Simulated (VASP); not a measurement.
An input for Ansatz (written as the equivalent of a VASP run, and not itself run):

Ansatz 0.2 input:
```yaml
crystal:
  lattice:
    - [0.0000000, 2.6949121, 2.6949121]
    - [2.6949121, 0.0000000, 2.6949121]
    - [2.6949121, 2.6949121, 0.0000000]
  atoms:
    - { symbol: Si, position: [0.2500000, 0.2500000, 0.2500000] }
    - { symbol: Si, position: [0.7500000, 0.7500000, 0.7500000] }
    - { symbol: Ni, position: [0.0000000, 0.0000000, 0.0000000] }
kpoints:
  mp_grid: { grid: [9, 9, 9] }
hamiltonian:
  xc: pbesol
  pseudopotentials: { kind: paw }
scf:
  occupations: { method: methfessel_paxton, width: 0.1 }
  max_iter: 100
relax:
  max_steps: 60
  f_tol: 0.02
  cell: {}
output: { forces: true, stress: true, eigenvalues: true }
```

Task: Write the VASP files for the same calculation (PBEsol).

Result: Several could match; the one computed here: 
File KPOINTS:
```
Automatic mesh
0
Gamma
9 9 9
0 0 0
```

INCAR:
```
ALGO=Normal
EDIFF=1E-6
EDIFFG=-0.02
ENCUT=480
GGA=PS
IBRION=2
ISIF=3
ISMEAR=1
LASPH=.TRUE.
LCHARG=.FALSE.
LMAXMIX=4
LREAL=.FALSE.
LWAVE=.FALSE.
NELM=100
NSW=60
PREC=Accurate
SIGMA=0.1
SYSTEM=NiSi2
```

POSCAR:
```
NiSi2
1
   -0.0000000000     2.6949121428     2.6949121428
    2.6949121428     0.0000000000     2.6949121428
    2.6949121428     2.6949121428    -0.0000000000
Si Ni
2 1
Direct
  0.2500000000   0.2500000000   0.2500000000
  0.7500000000   0.7500000000   0.7500000000
  0.0000000000   0.0000000000   0.0000000000
```

POTCAR, in this order: Si Ni (PBE.64 set). Program: vasp_std.

Limits of the translation: each code has its own PAW files, so the cut-off isn't converted (ENCUT is set for VASP's; basis.ecutwfc is left out, and Ansatz then takes the one that its files recommend); Ansatz stops its SCF on the density residual and VASP on the energy change (EDIFF).

The compound is NiSi2 in the fluorite structure. This run relaxes it. Symmetry was kept, so distortions that lower it aren't found. The start is the result of an earlier pass.
